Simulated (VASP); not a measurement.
Here is the system:

```yaml
crystal:
  lattice:
    - [4.05580, 0.00000, 0.00000]
    - [0.00000, 4.05580, 0.00000]
    - [0.00000, 0.00000, 4.05580]
  atoms:
    - { symbol: Sr, position: [0.00000, 0.00000, 0.00000] }
    - { symbol: Ti, position: [0.50000, 0.50000, 0.50000] }
    - { symbol: O, position: [0.50000, 0.00000, 0.50000] }
    - { symbol: O, position: [0.00000, 0.50000, 0.50000] }
    - { symbol: O, position: [0.50000, 0.50000, 0.00000] }
```

These are RPBE GGA, VASP's PBE PAW potentials (set 64) (plane waves; VASP) values and carry that method's errors. Run with 520 eV cut-off, 6×6×6 Γ-centred mesh, Gaussian smearing of 0.050 eV, potentials Sr_sv Ti_sv O.

Q: The job: SrTiO₃ (cubic perovskite), 5 atoms, RPBE, static run, 520 eV, 6×6×6 Γ-centred mesh. Roughly how much core time does it take on a busy server core?

A: About 20 core-seconds (one run on a shared machine, a rough figure). It had 20 irreducible k-points, 24 bands, up to 1856 plane waves and 18 electronic steps.

The compound is SrTiO3 in the cubic perovskite structure, the ideal cubic form; the compound distorts at low or room temperature. This cell is one point of a volume scan, at 1.06 of the reference volume.
